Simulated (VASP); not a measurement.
Computed with LDA (Ceperley-Alder, Perdew-Zunger), VASP's LDA PAW potentials (set 64) (plane waves; VASP 6.6.1).

VASP ran on this input.

INCAR:
```
SYSTEM = CsPbCl3
PREC = Accurate
ENCUT = 400
EDIFF = 1E-6
NELM = 100
ALGO = Normal
LREAL = .FALSE.
LASPH = .TRUE.
ISMEAR = 0
SIGMA = 0.05
LMAXMIX = 4
LWAVE = .FALSE.
LCHARG = .FALSE.
IBRION = 2
ISIF = 3
NSW = 60
EDIFFG = -0.02
```

### POSCAR
```
CsPbCl3
1
    5.5054911512    -0.0000000000    -0.0000000000
   -0.0000000000     5.5054911512     0.0000000000
   -0.0000000000     0.0000000000     5.5054911512
Cs Pb Cl
1 1 3
Direct
  0.0000000000   0.0000000000   0.0000000000
  0.5000000000   0.5000000000   0.5000000000
  0.5000000000   0.0000000000   0.5000000000
  0.0000000000   0.5000000000   0.5000000000
  0.5000000000   0.5000000000   0.0000000000
```

File KPOINTS:
```
Automatic mesh
0
Gamma
4 4 4
0 0 0
```

POTCAR, in this order: Cs_sv Pb_d Cl (LDA.64 set). Program: vasp_std.

The run wrote:

### OUTCAR
```
 ion  position               nearest neighbor table
   1  0.000  0.000  0.000-
   2  0.500  0.500  0.500-   3 2.75   4 2.75   5 2.75   5 2.75   3 2.75   4 2.75
   3  0.500  0.000  0.500-   2 2.75   2 2.75
   4  0.000  0.500  0.500-   2 2.75   2 2.75
   5  0.500  0.500  0.000-   2 2.75   2 2.75
  LATTYP: Found a simple cubic cell.
 ALAT       =     5.5054911512
 Subroutine PRICEL returns:
 Original cell was already a primitive cell.
 Subroutine GETGRP returns: Found 48 space group operations
The static configuration has the point symmetry O_h .
The dynamic configuration has the point symmetry O_h .
 Subroutine INISYM returns: Found 48 space group operations
 Subroutine IBZKPT returns following result:
 Found     10 irreducible k-points:

 Following reciprocal coordinates:
            Coordinates               Weight
  0.000000  0.000000  0.000000      1.000000
  0.250000  0.000000  0.000000      6.000000
  0.500000  0.000000  0.000000      3.000000
  0.250000  0.250000  0.000000     12.000000
  0.500000  0.250000  0.000000     12.000000
  0.500000  0.500000  0.000000      3.000000
  0.250000  0.250000  0.250000      8.000000
  0.500000  0.250000  0.250000     12.000000
  0.500000  0.500000  0.250000      6.000000
  0.500000  0.500000  0.500000      1.000000
   k-points           NKPTS =     10   k-points in BZ     NKDIM =     10   number of bands    NBANDS=     26
   number of dos      NEDOS =    301   number of ions     NIONS =      5
   total plane-waves  NPLWV =  46656
   dimension x,y,z NGX =    36 NGY =   36 NGZ =   36
   dimension x,y,z NGXF=    72 NGYF=   72 NGZF=   72
   ions per type =               1   1   3
   PREC   = accura    normal or accurate (medium, high low for compatibility)
   ISTART =      0    job   : 0-new  1-cont  2-samecut
   ICHARG =      2    charge: 1-file 2-atom 10-const
   ISPIN  =      1    spin polarized calculation?
   LNONCOLLINEAR =      F non collinear calculations
   LSORBIT =      F    spin-orbit coupling
   INIWAV =      1    electr: 0-lowe 1-rand  2-diag
   ENCUT  =  400.0 eV  29.40 Ry    5.42 a.u.   8.98  8.98  8.98*2*pi/ulx,y,z
   NELM   =    100;   NELMIN=  2; NELMDL= -5     # of ELM steps
   EDIFF  = 0.1E-05   stopping-criterion for ELM
   LREAL  =      F    real-space projection
   NLSPLINE    = F    spline interpolate recip. space projectors
   LMAXMIX     =    4 max onsite mixed and CHGCAR
   VOSKOWN=      0    Vosko Wilk Nusair interpolation
   EDIFFG = -.2E-01   stopping-criterion for IOM
   NSW    =     60    number of steps for IOM
   NBLOCK =      1;   KBLOCK =     60    inner block; outer block
   IBRION =      2    ionic relax: 0-MD 1-quasi-New 2-CG
   NFREE  =      1    steps in history (QN), initial steepest desc. (CG)
   ISIF   =      3    stress and relaxation
   ISYM   =      2    0-nonsym 1-usesym 2-fastsym
   TEIN   =    0.0    initial temperature
   TEBEG  =    0.0;   TEEND  =   0.0 temperature during run
   SMASS  =  -3.00    Nose mass-parameter (am)
   PSTRESS=    0.0 pullay stress
   NELECT =      44.0000    total number of electrons
   EFERMI =   0.00;   METHOD = LEGACY
   ISMEAR =     0;   SIGMA  =   0.05  broadening in eV -4-tet -1-fermi 0-gaus
   IALGO  =     38    algorithm
   LDIAG  =      T    sub-space diagonalisation (order eigenvalues)
   IMIX   =      4    mixing-type and parameters
     AMIX     =   0.40;   BMIX     =  1.00
     AMIX_MAG =   1.60;   BMIX_MAG =  1.00
     AMIN     =   0.10
   GGA     = CA    functional components
   VOSKOWN =     0    Vosko Wilk Nusair interpolation
   LHFCALC =     F    Hartree Fock is set to
   LHFONE  =     F    Hartree Fock one center treatment
   AEXX    =    0.0000 exact exchange contribution
   IVDW    =     0    specifies the selected vdW correction
...
```

**OSZICAR**
```
       N       E                     dE             d eps       ncg     rms          rms(c)
DAV:   1     0.387222463097E+03    0.38722E+03   -0.17530E+04   520   0.130E+03
DAV:   2     0.243123920992E+02   -0.36291E+03   -0.35575E+03   658   0.327E+02
DAV:   3    -0.183051590298E+02   -0.42618E+02   -0.41703E+02   600   0.123E+02
DAV:   4    -0.200945487138E+02   -0.17894E+01   -0.17849E+01   744   0.319E+01
DAV:   5    -0.201352423531E+02   -0.40694E-01   -0.40676E-01   666   0.383E+00    0.580E+00
DAV:   6    -0.194530331648E+02    0.68221E+00   -0.15363E+00   684   0.130E+01    0.377E+00
DAV:   7    -0.194036046020E+02    0.49429E-01   -0.50118E-01   786   0.443E+00    0.169E+00
DAV:   8    -0.193996963844E+02    0.39082E-02   -0.66233E-02   796   0.219E+00    0.278E-01
DAV:   9    -0.193973238688E+02    0.23725E-02   -0.13138E-02   762   0.969E-01    0.103E-01
DAV:  10    -0.193974045333E+02   -0.80665E-04   -0.11501E-03   744   0.238E-01    0.332E-02
DAV:  11    -0.193973952895E+02    0.92438E-05   -0.11061E-04   734   0.733E-02    0.103E-02
DAV:  12    -0.193973938392E+02    0.14503E-05   -0.15375E-05   676   0.609E-02    0.441E-03
DAV:  13    -0.193973938490E+02   -0.98553E-08   -0.15184E-06   480   0.107E-02
   1 F= -.19397394E+02 E0= -.19397394E+02  d E =-.193974E+02
       N       E                     dE             d eps       ncg     rms          rms(c)
DAV:   1    -0.194470646918E+02   -0.49671E-01   -0.12655E+00   698   0.129E+01    0.124E+00
DAV:   2    -0.194062564508E+02    0.40808E-01   -0.94124E-02   686   0.314E+00    0.394E-01
DAV:   3    -0.194001391988E+02    0.61173E-02   -0.22922E-02   678   0.166E+00    0.176E-01
DAV:   4    -0.193999376414E+02    0.20156E-03   -0.87328E-04   802   0.272E-01    0.832E-02
DAV:   5    -0.193998988160E+02    0.38825E-04   -0.11921E-04   688   0.109E-01    0.249E-02
DAV:   6    -0.193998967281E+02    0.20879E-05   -0.10706E-05   600   0.281E-02    0.377E-03
DAV:   7    -0.193998965381E+02    0.19004E-06   -0.65081E-07   446   0.102E-02
   2 F= -.19399897E+02 E0= -.19399897E+02  d E =-.250269E-02
```

**OUTCAR**
```
------------------------ aborting loop because EDIFF is reached ----------------------------------------
  FORCE on cell =-STRESS in cart. coord.  units (eV):
  Direction    XX          YY          ZZ          XY          YZ          ZX
  --------------------------------------------------------------------------------------
  Total        0.0277735      0.0277735      0.0277735      0.0000000      0.0000000      0.0000000
  in kB        0.2635933      0.2635933      0.2635933      0.0000000      0.0000000      0.0000000
  external PRESSURE =       0.2635933 kB  Pullay stress =       0.0000000 kB
  volume of cell :      168.81
      direct lattice vectors                 reciprocal lattice vectors
     5.526739319  0.000000000 -0.000000000     0.180938514 -0.000000000  0.000000000
     0.000000000  5.526739319  0.000000000    -0.000000000  0.180938514 -0.000000000
    -0.000000000  0.000000000  5.526739319     0.000000000 -0.000000000  0.180938514
 POSITION                                       TOTAL-FORCE (eV/Angst)
 -----------------------------------------------------------------------------------
      0.00000      0.00000      0.00000         0.000000     -0.000000      0.000000
      2.76337      2.76337      2.76337        -0.000000      0.000000      0.000000
      2.76337      0.00000      2.76337         0.000000     -0.000000      0.000000
     -0.00000      2.76337      2.76337         0.000000     -0.000000      0.000000
      2.76337      2.76337      0.00000         0.000000     -0.000000      0.000000
 -----------------------------------------------------------------------------------
    total drift:                                0.000000      0.000000      0.000000
  FREE ENERGIE OF THE ION-ELECTRON SYSTEM (eV)
  ---------------------------------------------------
  free  energy   TOTEN  =       -19.3998965381 eV

  energy  without entropy=      -19.3998965381  energy(sigma->0) =      -19.39989654

 reached required accuracy - stopping structural energy minimisation
```
(Selected blocks of OUTCAR.)

CONTCAR:
```
CsPbCl3
   1.00000000000000
     5.5267393186474632    0.0000000000000000   -0.0000000000000000
     0.0000000000000000    5.5267393186474632    0.0000000000000000
    -0.0000000000000000    0.0000000000000000    5.5267393186474632
  Cs              Pb              Cl
     1     1     3
Direct
     0.0000000000000000    0.0000000000000000    0.0000000000000000
     0.5000000000000000    0.5000000000000000    0.5000000000000000
     0.5000000000000000    0.0000000000000000    0.5000000000000000
     0.0000000000000000    0.5000000000000000    0.5000000000000000
     0.5000000000000000    0.5000000000000000    0.0000000000000000
```

The compound is CsPbCl3 in the cubic perovskite structure, the ideal cubic form; the compound distorts at low or room temperature. This run relaxes it. Symmetry was kept, so distortions that lower it aren't found. The start is the result of an earlier pass.
